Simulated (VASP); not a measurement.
These are PBE GGA with D4 dispersion, VASP's PBE PAW potentials (set 64) (plane waves; VASP) values and carry that method's errors.

A VASP calculation is set up with these files.

### INCAR
```
ALGO  =  Normal
EDIFF  =  1E-7
EDIFFG  =  -0.01
ENCUT  =  520
GGA  =  PE
IBRION  =  2
ISIF  =  4
ISMEAR  =  1
IVDW  =  13
LASPH  =  .True.
LCHARG  =  .False.
LMAXMIX  =  6
LREAL  =  .False.
LWAVE  =  .False.
NELM  =  100
NSW  =  30
PREC  =  Accurate
SIGMA  =  0.1
SYSTEM  =  Ho
```

File POSCAR:
```
Ho
1.0
  1.8256806819  -3.1621717551   0.0000000000
  1.8256806819   3.1621717551   0.0000000000
  0.0000000000   0.0000000000   5.6209971046
Ho
2
Cartesian
  1.8256806819   1.0540593598   1.4052492761
  1.8256806819  -1.0540593598   4.2157478284
```

KPOINTS:
```
K-points
0
gamma
  12 12 7
```

POTCAR, in this order: Ho_3 (PBE.64 set). Program: vasp_std.

Output

File OSZICAR:
```
       N       E                     dE             d eps       ncg     rms          rms(c)
DAV:   1     0.868951081103E+02    0.86895E+02   -0.83074E+03  2176   0.128E+03
DAV:   2    -0.375195743968E+01   -0.90647E+02   -0.89042E+02  2852   0.553E+02
DAV:   3    -0.876145922359E+01   -0.50095E+01   -0.47216E+01  3273   0.932E+01
DAV:   4    -0.900308320178E+01   -0.24162E+00   -0.22861E+00  3420   0.138E+01
DAV:   5    -0.901032456975E+01   -0.72414E-02   -0.71093E-02  3342   0.238E+00    0.236E+01
DAV:   6    -0.900703828157E+01    0.32863E-02   -0.29435E-02  3315   0.218E+00    0.141E+01
DAV:   7    -0.901387701976E+01   -0.68387E-02   -0.51860E-02  3198   0.302E+00    0.295E-01
DAV:   8    -0.901357595696E+01    0.30106E-03   -0.32241E-03  2934   0.612E-01    0.599E-02
DAV:   9    -0.901359695970E+01   -0.21003E-04   -0.22299E-04  3336   0.175E-01    0.339E-02
DAV:  10    -0.901359037360E+01    0.65861E-05   -0.33033E-05  3328   0.601E-02    0.477E-02
DAV:  11    -0.901359105181E+01   -0.67822E-06   -0.32675E-06  3235   0.179E-02    0.414E-03
DAV:  12    -0.901359126653E+01   -0.21472E-06   -0.23839E-07  2099   0.602E-03    0.111E-03
DAV:  13    -0.901359126109E+01    0.54388E-08   -0.42507E-08  1693   0.494E-03
   1 F= -.93924963E+01 E0= -.93914735E+01  d E =-.939250E+01
       N       E                     dE             d eps       ncg     rms          rms(c)
DAV:   1    -0.901525373263E+01   -0.16625E-02   -0.59027E-02  2943   0.219E+00    0.169E-01
DAV:   2    -0.901451585908E+01    0.73787E-03   -0.16055E-03  3122   0.513E-01    0.952E-02
DAV:   3    -0.901416465259E+01    0.35121E-03   -0.41697E-04  3502   0.193E-01    0.565E-02
DAV:   4    -0.901416238746E+01    0.22651E-05   -0.65771E-05  3155   0.663E-02    0.231E-02
DAV:   5    -0.901416230920E+01    0.78265E-07   -0.28514E-06  3580   0.181E-02    0.407E-03
DAV:   6    -0.901416220253E+01    0.10667E-06   -0.13363E-07  1929   0.374E-03    0.609E-04
DAV:   7    -0.901416218772E+01    0.14807E-07   -0.25548E-08  1538   0.383E-03
   2 F= -.93930547E+01 E0= -.93920983E+01  d E =-.558459E-03
       N       E                     dE             d eps       ncg     rms          rms(c)
DAV:   1    -0.901501490157E+01   -0.85270E-03   -0.37443E-02  2908   0.174E+00    0.134E-01
DAV:   2    -0.901454360650E+01    0.47130E-03   -0.10181E-03  3102   0.409E-01    0.761E-02
DAV:   3    -0.901431918180E+01    0.22442E-03   -0.26618E-04  3499   0.155E-01    0.454E-02
DAV:   4    -0.901431774608E+01    0.14357E-05   -0.42138E-05  3152   0.531E-02    0.184E-02
DAV:   5    -0.901431767269E+01    0.73384E-07   -0.18680E-06  3460   0.148E-02    0.336E-03
DAV:   6    -0.901431759195E+01    0.80739E-07   -0.83529E-08  1754   0.309E-03
   3 F= -.93932025E+01 E0= -.93923195E+01  d E =-.706225E-03
```

**OUTCAR**
```
------------------------ aborting loop because EDIFF is reached ----------------------------------------
  Edisp (eV):   -0.37888
  FORCE on cell =-STRESS in cart. coord.  units (eV):
  Direction    XX          YY          ZZ          XY          YZ          ZX
  --------------------------------------------------------------------------------------
  Total      -0.88835    -0.88835    -0.88421     0.00000     0.00000     0.00000
  in kB     -21.93010   -21.93010   -21.82798     0.00000     0.00000     0.00000
  external pressure =      -21.90 kB  Pullay stress =        0.00 kB
  volume of cell :       64.90
      direct lattice vectors                 reciprocal lattice vectors
     1.819945209 -3.152237619 -0.000000000     0.274733546 -0.158617484 -0.000000000
     1.819945209  3.152237619  0.000000000     0.274733546  0.158617484  0.000000000
     0.000000000 -0.000000000  5.656481563     0.000000000 -0.000000000  0.176788343
 POSITION                                       TOTAL-FORCE (eV/Angst)
 -----------------------------------------------------------------------------------
      1.81995      1.05075      1.41412         0.000000     -0.000000      0.000000
      1.81995     -1.05075      4.24236        -0.000000      0.000000      0.000000
 -----------------------------------------------------------------------------------
    total drift:                                0.000000      0.000093     -0.000011
  FREE ENERGIE OF THE ION-ELECTRON SYSTEM (eV)
  ---------------------------------------------------
  free  energy   TOTEN  =        -9.3932024762 eV

  energy  without entropy=       -9.3905534478  energy(sigma->0) =       -9.39231947

 reached required accuracy - stopping structural energy minimisation
```
(Selected blocks of OUTCAR.)

**CONTCAR**
```
Ho
   1.00000000000000
     1.8199452087894596   -3.1522376194997799   -0.0000000000000000
     1.8199452087894596    3.1522376194997799    0.0000000000000000
     0.0000000000000000   -0.0000000000000000    5.6564815632219112
  Ho
     2
Direct
     0.3333330000000032    0.6666669999999968    0.2500000000000000
     0.6666669999999968    0.3333330000000032    0.7500000000000000
```

The 4f electrons are frozen in the core of the lanthanide potential, so 4f levels, which can set the real gap, and their magnetism are missing.

The compound is Ho in the hcp structure. This cell is one point of a volume scan, at 1.06 of the reference volume. Symmetry was kept, so distortions that lower it aren't found.
